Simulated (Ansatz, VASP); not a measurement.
# C (Diamond) in two plane-wave programs, part 2 of 2

Wanted: the spread between two codes on one cell, functional and k mesh. The cell is taken from a series of runs on this material, whose earlier steps may have relaxed, scaled, displaced or heated it; both programs get it as it stands.

VASP 6.6.1 and Ansatz 0.2.0.

So far: The starting structure; VASP: zone-centre phonons, LDA.

### 3. Ansatz: zone-centre phonons, LDA

Level of this step: Ansatz beside VASP: Kohn-Sham DFT, plane waves, LDA (Ansatz).

Ansatz runs on its default PAW (the set named soft_2) files.

The same cell, functional (in two slightly different forms) and mesh now go to Ansatz, which takes its cutoff from its data sets.

input.yaml

```yaml
crystal:
  lattice:
    - [-1.7658712172, 0.0, 1.7658712172]
    - [0.0, 1.7658712172, 1.7658712172]
    - [-1.7658712172, 1.7658712172, 0.0]
  atoms:
    - { symbol: C, position: [0.5, 0.5, 0.5] }
    - { symbol: C, position: [0.25, 0.25, 0.25] }
kpoints:
  mp_grid: { grid: [12, 12, 12] }
hamiltonian:
  xc: lda
scf:
  occupations: { method: fixed }
output:
  eigenvalues: true
phonons:
  method: dfpt
  dielectric: true
  rigid_motions: translations
```

Command:

```sh
ansatz run input.yaml --threads 2 --pin off --max-ram 5120MiB --backend cpu --events-out ev --progress --plain --runs-dir out
```

Numbers of over 12 decimals in the logs are rounded to 6 here.

Output:

```text
Engine: ansatz 0.2.0, aarch64-unknown-linux-gnu
Pseudopotentials: kind: paw
Pseudopotential: C, paw, valence charge 4, recommended cutoff 420 eV (normal), C.paw.azcp
Functional definition: SPW92
  exchange = slater_x
  correlation = pw_c
Crystal: 2 atoms, lattice volume = 11.013 Å³
Basis set: ecut = 420 eV, 181 PW (Γ), exchange–correlation on 40×40×40 points (8 copies of the dense FFT grid, shifted against one another)
Bands: 8, of which v1, the nominal top of the filled ones, is band 4 counted from 1 (3 counted from 0)
Symmetry: 48 space group operations
k-points: 280 of 1728 (irreducible under 4 space group operations, time reversal used)
Non-local potential: C, projectors of the file, l = 0: 2, l = 1: 2, l = 2: 1
PAW form: soft (Blöchl's): semilocal exchange-correlation on the pseudo side does not see the compensation charge
PAW frozen core: C, regenerated for the run's functional, and the local potential with it (the file was generated under x = pbe(κ = 0.804, μ = 0.219515), c = pbe(β = 0.066725))
PAW one-centre angular grid: C, 110 points (default); XC on 64 Gauss nodes
Initial density: superposition of atomic densities (neutral atoms: chi_scale 0, normalization atom), corrected by the library's trained network
Initial wavefunctions: pseudopotential atomic-orbital guess
Functional: x = slater, c = lda
SCF iter   1: F=—  HF=-485.985951 eV  |F-HF|=—  |Δ(HF+E_count)|=         —  Δρ=7.48e-3  dr2=2.29e-3  ethr=1.77e-3  ⟨swp⟩=3.9  Hψ=13253  notcnv=0  defer=470
preconditioner: auto → none  [insulator: Δε(μ)=4.187 eV  Ē_g=19.918 eV  n_scr=0 (ndim 8)  ℏωp=31.6 eV  f_vac=0.000  ε∞_Penn≈3.5]
SCF iter   2: F=—  HF=-485.985355 eV  |F-HF|=—  |Δ(HF+E_count)|=   5.97e-4  Δρ=3.53e-3  dr2=4.85e-4  ethr=2.86e-5  ⟨swp⟩=1.1  Hψ=4514  notcnv=0  defer=467
SCF iter   3: F=—  HF=-485.985220 eV  |F-HF|=—  |Δ(HF+E_count)|=   1.34e-4  Δρ=9.54e-5  dr2=6.16e-7  ethr=6.06e-6  ⟨swp⟩=1.8  Hψ=2598  notcnv=0  defer=552
SCF iter   4: F=—  HF=-485.985221 eV  |F-HF|=—  |Δ(HF+E_count)|=   3.37e-7  Δρ=2.41e-5  dr2=3.01e-8  ethr=7.71e-9  ⟨swp⟩=2.8  Hψ=3321  notcnv=0
SCF iter   5: F=—  HF=-485.985221 eV  |F-HF|=—  |Δ(HF+E_count)|=  8.33e-10  Δρ=6.42e-6  dr2=3.96e-9  ethr=3.77e-10  ⟨swp⟩=2.0  Hψ=3331  notcnv=0
SCF iter   6: F=-485.985221 eV  HF=-485.985221 eV  |F-HF|=1.73e-11  |Δ(HF+E_count)|=   1.61e-9  Δρ=5.79e-7  dr2=2.89e-11  ethr=1.25e-12  ⟨swp⟩=5.2  Hψ=13247  notcnv=0
SCF 1 converged in 6 iterations: F = -485.985221 eV  dr2 = 2.89e-11
  greatest PAW one-centre occupation: 0.641 electrons in one spin orbital (limit 2), on the C atom at site 1 (counted from 0), in its partial waves of l = 0
NSCF: frozen V_eff on 2 k-points
DFPT response loops at Γ: preconditioner auto → none (the input reference at scf.mixing.eps_inf says where Resta's filter doesn't serve); β = 0.50; Broyden in place of MSR1
── the response to a field inside a basis, on 12×12×12 k-points: an SCF that follows is theirs, and a resumed run solves both again ──
Bands: 5, of which v1, the nominal top of the filled ones, is band 4 counted from 1 (3 counted from 0)
k-points: 182 of 1728 (irreducible under 12 space group operations)
Initial density: handed on by an earlier stage of this run
Initial wavefunctions: pseudopotential atomic-orbital guess (no wavefunctions were taken with the density)
Eigensolver: Dense (182 Hₖ)
SCF iter   1: F=—  HF=-485.991453 eV  |F-HF|=—  |Δ(HF+E_count)|=         —  Δρ=9.91e-4  dr2=1.55e-5  ethr=1.00e-1
preconditioner: auto → none  [insulator: Δε(μ)=4.409 eV  Ē_g=16.156 eV  n_scr=0 (ndim 8)  ℏωp=31.6 eV  f_vac=0.000  ε∞_Penn≈4.8]
SCF iter   2: F=—  HF=-485.991456 eV  |F-HF|=—  |Δ(HF+E_count)|=   2.90e-6  Δρ=4.85e-4  dr2=3.36e-6  ethr=1.93e-7
SCF iter   3: F=-485.991458 eV  HF=-485.991458 eV  |F-HF|=6.99e-9  |Δ(HF+E_count)|=   1.52e-6  Δρ=2.58e-5  dr2=9.66e-9  ethr=4.21e-8
SCF 1 converged in 3 iterations: F = -485.991458 eV  dr2 = 9.66e-9
DFPT response loops at Γ: mixed as the last ones told, above
SCF converged after 6 iterations
Free energy (F): -485.985221 eV
Harris-Foulkes:  -485.985221 eV  (|F-HF|=1.73e-11)
Internal energy: -485.985221 eV  (E = F + TS)
E sigma→0 (E₀):  -485.985221 eV
Fermi energy:    13.602855 eV
--- Per-component energies (eV) ---
  E_band       = 36.061780
  E_kinetic    = 186.503420
  E_local      = -122.220636  (includes V_loc(G=0)·N_el)
  E_nonlocal   = 55.776688
  E_hartree    = 26.159336
  E_xc         = -97.211426
  E_vxc        = -121.032838  (∫ρ·V_xc dr)
  E_paw        = -183.708822  (= ΣΔE_a)
  E_vpaw       = -15.283497  (= ΣTr[D̂ρ^β])
  E_aug_tail   = 0.000017  (compensation charges beyond the density's cutoff)
  E_ewald      = -351.409463
  E_core_change = 0.125665  (= ΣΔE_core)
  E_smearing   = -0.000000  (= −TS)
  E_closure    = 0.000000  (closes the sum)
  Σ components = -485.985221   (vs F -485.985221, Δ=0.00e0)
--- Band table (eV; the first three rows and the last of 280) ---
  k-point 0: bands = ["-8.1261", "13.6029", "13.6029", "13.6029", "19.2264", "19.2264", "19.2264", "27.7759"]
  k-point 1: bands = ["-7.9303", "12.3557", "13.2681", "13.2681", "19.6584", "19.6584", "19.9762", "27.8860"]
  k-point 2: bands = ["-7.3448", "9.7930", "12.5443", "12.5443", "20.5962", "20.5962", "21.1650", "28.1978"]
  k-point 279: bands = ["0.7698", "0.7698", "7.1168", "7.1168", "18.3804", "18.3804", "30.6550", "30.6550"]
--- Phonons (Γ-DFPT): 1 representative perturbation + reference, on 280 of 1728 k-points (Σ response iterations 3) ---
  k mesh reduced under 4 symmetry operations, with k and −k counted as one. Each operation leaves every solved perturbation unchanged. A smaller set is not considered because the run solves the response to a homogeneous field
  ASR residual: 1.593e-4 → 0.000e0 eV/Å²; symmetrization residual: 4.263e-14 eV/Å²
  ASR residual per site (eV/Å²): 1.59e-4 1.59e-4
  Γ frequencies (cm⁻¹): 0.00 0.00 0.00 1323.41 1323.41 1323.41
  ε∞ (high-frequency dielectric tensor):
        5.765427    -0.000000     0.000000
       -0.000000     5.765427    -0.000000
        0.000000    -0.000000     5.765427
  ε⁰ (static dielectric tensor: ions relaxed, cell fixed):
        5.765427    -0.000000     0.000000
       -0.000000     5.765427    -0.000000
        0.000000    -0.000000     5.765427
  ε⁰ − ε∞ (ionic part):
        0.000000    -0.000000    -0.000000
       -0.000000     0.000000     0.000000
       -0.000000     0.000000     0.000000
  softest optical mode at Γ: 1323.41 cm⁻¹; the repairs (sum rule, projections) moved no ω² at Γ by more than (1.90 cm⁻¹)²
  Born effective charges Z* (e; rows j = field, columns β = displacement):
    site 0:
         0.00000    0.00000   -0.00000
         0.00000    0.00000    0.00000
        -0.00000    0.00000    0.00000
    site 1:
         0.00000   -0.00000    0.00000
        -0.00000    0.00000   -0.00000
         0.00000   -0.00000   -0.00000
  Z* charge neutrality: 4.819e-4 e pre-enforcement
  solved inside a basis spanned on kpoints, on 12×12×12 k-points, its susceptibility summed on 18×18×18: ε∞ is read to err by 1.5e-2, Z* by 4.4e-3 e (field_mesh: kpoints solves on kpoints)
  optical modes at Γ without the LO–TO term, one row a degenerate level:
      ω (cm⁻¹)  modes    IR ((D/Å)²/amu)
       1323.41      3             0.0000
  optical modes at Γ + LO–TO along q̂ = [1.0000, 0.0000, 0.0000]:
      ω (cm⁻¹)  modes    IR ((D/Å)²/amu)
       1323.41      3             0.0000
  optical modes at Γ + LO–TO along q̂ = [0.0000, 1.0000, 0.0000]:
      ω (cm⁻¹)  modes    IR ((D/Å)²/amu)
       1323.41      3             0.0000
  optical modes at Γ + LO–TO along q̂ = [0.0000, 0.0000, 1.0000]:
      ω (cm⁻¹)  modes    IR ((D/Å)²/amu)
       1323.41      3             0.0000
```

### 4. Comparison

Known differences besides the potentials themselves: the two LDA forms differ slightly; fixed occupations in Ansatz, narrow Gaussian smearing in VASP; VASP's response is taken on the typed mesh, Ansatz refines its own for the field response alone; the cutoff is 420 eV in Ansatz and 600 eV in VASP; VASP's log shows a relativistic correction to its local exchange, Ansatz's none. Total energies have different zeros and are not compared.

Compared:

| quantity | Ansatz | VASP | difference |
| --- | --- | --- | --- |
| ε∞ xx | 5.77 | 5.76 | +0.05 % |
| ε∞ yy | 5.77 | 5.76 | +0.05 % |
| ε∞ zz | 5.77 | 5.76 | +0.05 % |
| Born charge of C1 (mean of the diagonal) (e) | 0.00 | 0.00 | 0.00 |
| optical mode 1 to 3 (cm⁻¹) | 1323.4 | 1326.6 | -0.24 % |

Modes are paired by rising frequency, not by their patterns, so a pair may set unlike modes beside each other; they are those without the splitting of longitudinal modes.

### 5. Summary of results

```
r.m.s. difference of the optical zone-centre modes, each program's sorted by frequency (zone-centre phonons, LDA) : 3.2 cm⁻¹
```

What this shows: The r.m.s. difference of the optical zone-centre modes, each program's sorted by frequency is 3.2 cm⁻¹ (zone-centre phonons, LDA). Such differences can come from data sets, numerical settings and the points named under the comparisons, not from the functional's error against experiment.

[Lines on the potential files, build, host, timing and source positions are cut from VASP's logs without a mark.]

[Logs are printed without paths, hosts, clocks, repeated set-up lines and the standing remarks that a program may print on its own settings, such as how far it seeks lower states.]

[Hosts, paths, dates, database ids (printed as entryN), source tags and the programs' standing remarks are cut or masked in the printed files.]
